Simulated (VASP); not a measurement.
WC (wc): the formation energy from VASP (plane waves, PAW) at several levels of theory. The references are the elements' solids at the same level; no temperature or zero-point terms are added.    Without a dispersion term in the relaxation, distances and binding between the weakly bound layers, chains or molecules are unreliable, and so is what depends on them. Spin-orbit coupling is left out, which shifts such energies by up to tenths of an eV for the heavy elements here.

| level | formation energy (eV/atom) |
|---|---|
| LDA | -0.241 |
| PBE | -0.133 |
| PBEsol | -0.223 |
| r2SCAN | -0.161 |

The cell of the LDA run:

```cif
data_CW
_chemical_formula_sum 'W1 C1'
_space_group_name_H-M_alt 'P-6m2'
_space_group_IT_number 187
_space_group_name_Hall 'P -6 2'
_cell_length_a 2.89063
_cell_length_b 2.89063
_cell_length_c 2.81625
_cell_angle_alpha 90.000
_cell_angle_beta 90.000
_cell_angle_gamma 120.000
loop_
_atom_site_label
_atom_site_type_symbol
_atom_site_symmetry_multiplicity
_atom_site_Wyckoff_symbol
_atom_site_fract_x
_atom_site_fract_y
_atom_site_fract_z
_atom_site_occupancy
W1 W 1 a 0.00000 0.00000 0.00000 1
C1 C 1 d 0.33333 0.66667 0.50000 1
```

Only levels that ran to the end are used. Left out are those held back, those with too coarse a band path, GW runs whose mesh misses a band edge, hybrids' fits of cells that aren't cubic and levels without matching references; a question may draw on a part of the rest.
